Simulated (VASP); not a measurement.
Data:

```yaml
crystal:
  lattice:
    - [3.88265, 0.00000, 0.00000]
    - [0.00000, 3.88265, 0.00000]
    - [0.00000, 0.00000, 7.45653]
  atoms:
    - { symbol: Sn, position: [0.00000, 0.50000, 0.00000] }
    - { symbol: Sn, position: [0.50000, 0.00000, 0.50000] }
    - { symbol: Ge, position: [0.00000, 0.00000, 0.25000] }
    - { symbol: Ge, position: [0.00000, 0.00000, 0.75000] }
```

Level of theory: PBEsol GGA, VASP's PBE PAW potentials (set 64) (plane waves; VASP). Settings: 400 eV cut-off, 9×9×5 Γ-centred mesh, tetrahedra with Blöchl corrections, potentials Sn_d Ge_d.

Unless said otherwise, spin-orbit coupling is left out, though it shifts the bands of the heavy elements here.

Question: Tabulate the total density of states (states/eV per cell) against energy (eV; zero at the valence-band maximum or, without a gap, the Fermi level).

Answer: 
```tsv
E (eV)	DOS (states/eV)
-9.98	1.76
-9.45	1.23
-8.91	1.50
-8.27	0.99
-7.73	0.74
-7.20	1.65
-6.66	1.37
-6.13	1.09
-5.48	0.87
-4.95	1.09
-4.41	0.60
-3.88	0.80
-3.34	1.68
-2.70	2.65
-2.16	1.89
-1.63	1.92
-1.09	2.89
-0.45	2.26
0.09	1.97
0.62	1.76
1.16	2.24
1.69	2.80
2.34	1.83
2.87	1.77
3.41	2.30
```
Within 2 eV below the Fermi level the largest weight inside VASP's projection spheres is Sn p, then Ge p.

The structure was generated: SnGe was put into the PtS type (P4_2/mmc), which need not be its known phase. It was relaxed first.
